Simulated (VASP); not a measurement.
An input for Quantum ESPRESSO's pw.x (written as the equivalent of a VASP run, and not itself run):

```
&CONTROL
  calculation = 'vc-relax'
  pseudo_dir = './pseudo'
  outdir = './out'
  tprnfor = .true.
  tstress = .true.
  nstep = 30
  forc_conv_thr = 0.00039
/
&SYSTEM
  ibrav = 0
  nat = 2
  ntyp = 1
  ecutwfc = 102
  occupations = 'smearing'
  smearing = 'methfessel-paxton'
  degauss = 0.00735
  input_dft = 'rpbe'
/
&ELECTRONS
  conv_thr = 7.3e-09
  electron_maxstep = 100
/
&IONS
/
&CELL
  cell_dofree = 'shape'
/
ATOMIC_SPECIES
  Cd 112.414 Cd.upf
CELL_PARAMETERS angstrom
     1.4979357   -2.5945010    0.0000000
     1.4979357    2.5945010    0.0000000
     0.0000000    0.0000000    5.9602709
ATOMIC_POSITIONS crystal
  Cd   0.3333330  0.6666670  0.2500000
  Cd   0.6666670  0.3333330  0.7500000
K_POINTS automatic
  14 14 6 0 0 0
```

Question: Write the VASP files for the same calculation (RPBE).

Answer: This is not unique; one that fits is 
**POSCAR**
```
Cd
1
    1.4979356556    -2.5945009741     0.0000000000
    1.4979356556     2.5945009741     0.0000000000
    0.0000000000     0.0000000000     5.9602709385
Cd
2
Direct
  0.3333330000   0.6666670000   0.2500000000
  0.6666670000   0.3333330000   0.7500000000
```

INCAR:
```
EDIFF=1E-7   ! SCF stop (eV)
LREAL=.FALSE.   ! projection in real space or not
SYSTEM=Cd
NSW=30   ! most ionic steps
ALGO=Normal   ! blocked Davidson
IBRION=2   ! conjugate gradients
LCHARG=.FALSE.
GGA=RP   ! RPBE
ISMEAR=1   ! Methfessel-Paxton
LWAVE=.FALSE.
ENCUT=520
LASPH=.TRUE.
ISIF=4   ! ions and shape, fixed volume
NELM=100   ! most electronic steps
LMAXMIX=4   ! l cut-off of mixed one-centre charges
SIGMA=0.1
PREC=Accurate
EDIFFG=-0.01   ! ionic stop
```

KPOINTS:
```
Regular mesh
0
Gamma
  14 14 6
```

POTCAR, in this order: Cd (PBE.64 set). Program: vasp_std.

The two are equivalent in intent, not identical: the potentials are each code's own (VASP's PAW set, PseudoDojo norm-conserving files in pw.x), so ENCUT and ecutwfc are chosen apart and not converted; conv_thr bounds pw.x's estimated SCF error, while EDIFF bounds the energy change between steps; forc_conv_thr acts on force components and is met together with etot_conv_thr.

The compound is Cd in the hcp structure. This cell is one point of a volume scan, at 0.94 of the reference volume. Symmetry was kept, so distortions that lower it aren't found.
